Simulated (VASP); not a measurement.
**Pb: stress against strain**

Pb (fcc, Fm-3m, 29.928 Å³/atom and stress up to 0.01 GPa in the relaxed cell, cube axes along x, y and z) under an equal strain ε along x and y, with z held. PBEsol in VASP (plane waves, PAW), 480 eV, 16×16×16 Γ-centred mesh, Methfessel-Paxton smearing 0.10 eV. Stress is positive for a compressed cell.

Here s stands for strain and y for stress xx.

| strain (%) | stress xx (GPa) |
|---|---|
| -3.00 | ? |
| -1.50 | 1.66 |
| -1.00 | 1.06 |
| -0.50 | 0.52 |
| 0.00 | 0.00 |
| 0.50 | -0.49 |
| 1.00 | -0.97 |
| 1.50 | -1.43 |

Task: Fit y against s with a straight line, and predict the withheld value at s = -3.00.

Result: Means: s 0, y 0.050. About the means, the sum of products is -7.1700 and the sum of squares of s is 7.0000; the slope is their ratio. Least squares gives y = 0.050 - 1.0243·s. Residuals (row less fit): 0.074, -0.014, -0.042, -0.050, -0.028, 0.004, 0.056; standard error 0.053 (degrees of freedom: 5). The slope gives the elastic constants C11 + C12 = about 100 GPa. At the withheld row, y = 0.050 - 1.0243 × (-3.0) = 3.123 GPa. The calculation gives 3.68 GPa, 0.557 GPa above the prediction (10.9 % of the range of y in the table). The row lies outside the fitted rows, so this is an extrapolation. From the scatter of the fitted rows alone, a prediction at this place has a standard error of 0.082 GPa, so the miss is 6.8 times that.

A polynomial of degree 2 through the 12 other runs of the series gives 3.61 there, so most of the miss is curvature that the fit leaves out. In a metal these values are sensitive to mesh and smearing; energies are taken to zero smearing, stresses follow the free energy. Spin-orbit coupling is left out, which can shift these values for the heavy elements here. Rows are the converged runs of the series near zero and its far end, less any whose ions stayed unrelaxed beside relaxed ones; series whose fitted rows scatter by over a few per cent of the range, as at a crossing or softening among them, aren't shown in this form. Most that stay on the fit to the last digits aren't either.
